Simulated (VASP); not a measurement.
Output of a VASP run:

### OSZICAR
```
       N       E                     dE             d eps       ncg     rms          rms(c)
DAV:   1     0.326044555283E+02    0.32604E+02   -0.81923E+03  1230   0.121E+03
DAV:   2    -0.753573879011E+02   -0.10796E+03   -0.10273E+03  1317   0.269E+02
DAV:   3    -0.797438529759E+02   -0.43865E+01   -0.43523E+01  1497   0.568E+01
DAV:   4    -0.797799424709E+02   -0.36089E-01   -0.36083E-01  1564   0.483E+00
DAV:   5    -0.797803403599E+02   -0.39789E-03   -0.39789E-03  1457   0.406E-01    0.705E+00
DAV:   6    -0.746759211294E+02    0.51044E+01   -0.32671E+00  1237   0.264E+01    0.867E+00
DAV:   7    -0.746252776042E+02    0.50644E-01   -0.20005E-01  1237   0.549E+00    0.543E+00
DAV:   8    -0.745783293678E+02    0.46948E-01   -0.10605E-01  1297   0.324E+00    0.177E+00
DAV:   9    -0.745314490940E+02    0.46880E-01   -0.20703E-01  1222   0.393E+00    0.263E-01
DAV:  10    -0.746272006990E+02   -0.95752E-01   -0.46629E-02  1222   0.187E+00    0.308E-01
DAV:  11    -0.746215015222E+02    0.56992E-02   -0.96099E-03  1232   0.948E-01    0.105E-01
DAV:  12    -0.746275927860E+02   -0.60913E-02   -0.39172E-03  1252   0.510E-01    0.800E-02
DAV:  13    -0.746270233928E+02    0.56939E-03   -0.30838E-03  1257   0.558E-01    0.459E-02
DAV:  14    -0.746274744823E+02   -0.45109E-03   -0.10804E-04  1367   0.100E-01    0.388E-02
DAV:  15    -0.746275068341E+02   -0.32352E-04   -0.90173E-07  1637   0.863E-03    0.406E-02
DAV:  16    -0.746282414239E+02   -0.73459E-03   -0.17200E-04  1222   0.120E-01    0.373E-02
DAV:  17    -0.746285023259E+02   -0.26090E-03   -0.29113E-04  1242   0.144E-01    0.309E-02
DAV:  18    -0.746285088150E+02   -0.64891E-05   -0.18244E-05  1232   0.315E-02    0.276E-02
DAV:  19    -0.746285084323E+02    0.38273E-06   -0.68628E-07  1522   0.841E-03    0.129E-02
DAV:  20    -0.746285090273E+02   -0.59497E-06   -0.82264E-07  1222   0.104E-02    0.255E-03
DAV:  21    -0.746285088752E+02    0.15211E-06   -0.84151E-08   881   0.261E-03    0.164E-03
DAV:  22    -0.746285091016E+02   -0.22640E-06   -0.84781E-08   846   0.321E-03    0.182E-03
DAV:  23    -0.746285090754E+02    0.26205E-07   -0.66965E-08   841   0.274E-03
   1 F= -.74628509E+02 E0= -.74628584E+02  d E =0.223814E-03
```

File OUTCAR:
```
------------------------ aborting loop because EDIFF is reached ----------------------------------------
  FORCE on cell =-STRESS in cart. coord.  units (eV):
  Direction    XX          YY          ZZ          XY          YZ          ZX
  --------------------------------------------------------------------------------------
  Total       -0.0112290     -0.0112290     -0.0112290      0.0000000      0.0000000     -0.0000000
  in kB       -0.2571889     -0.2571889     -0.2571889      0.0000000      0.0000000     -0.0000000
  external PRESSURE =      -0.2571889 kB  Pullay stress =       0.0000000 kB
  volume of cell :       69.95
      direct lattice vectors                 reciprocal lattice vectors
     0.000000000  3.270312410  3.270312410    -0.152890592  0.152890592  0.152890592
     3.270312410  0.000000000  3.270312410     0.152890592 -0.152890592  0.152890592
     3.270312410  3.270312410  0.000000000     0.152890592  0.152890592 -0.152890592
 POSITION                                       TOTAL-FORCE (eV/Angst)
 -----------------------------------------------------------------------------------
      0.00000      0.00000      0.00000         0.000000      0.000000      0.000000
      1.63516      1.63516      1.63516        -0.000000     -0.000000     -0.000000
 -----------------------------------------------------------------------------------
    total drift:                                0.000000      0.000000      0.000000
  FREE ENERGIE OF THE ION-ELECTRON SYSTEM (eV)
  ---------------------------------------------------
  free  energy   TOTEN  =       -74.6285090754 eV

  energy  without entropy=      -74.6287328896  energy(sigma->0) =      -74.62858368
```
(Selected blocks of OUTCAR.)

**POSCAR**
```
HgTe
1
    0.0000000000     3.2703124100     3.2703124100
    3.2703124100     0.0000000000     3.2703124100
    3.2703124100     3.2703124100     0.0000000000
Hg Te
1 1
Direct
  0.0000000000   0.0000000000   0.0000000000
  0.2500000000   0.2500000000   0.2500000000
```

Question: Reconstruct the remaining input files.

Answer: This is not unique; one that fits is the input of the run itself, r2SCAN+rVV10, plane waves, VASP's PBE PAW potentials (set 64).

KPOINTS:
```
Automatic mesh
0
Gamma
10 10 10
0 0 0
```

INCAR:
```
! general
SYSTEM   = HgTe
PREC     = Accurate
ENCUT    = 520   ! plane-wave cut-off (eV)
LREAL    = .FALSE.   ! projection in real space or not
LASPH    = .TRUE.   ! aspherical one-centre terms

! electronic loop
EDIFF    = 1E-7   ! SCF stop (eV)
NELM     = 100
ALGO     = Normal   ! blocked Davidson
LMAXMIX  = 6   ! l cut-off of mixed one-centre charges
LMIXTAU  = .TRUE.

! smearing
ISMEAR   = 1   ! Methfessel-Paxton
SIGMA    = 0.1

! functional
METAGGA  = R2SCAN
LUSE_VDW = .TRUE.
BPARAM   = 11.95
CPARAM   = 0.0093

! ions
ISIF     = 2   ! forces and stress, cell fixed

! output
LWAVE    = .FALSE.
LCHARG   = .FALSE.
```

POTCAR, in this order: Hg Te (PBE.64 set). Program: vasp_std.

The compound is HgTe in the zinc blende structure. It was relaxed first.
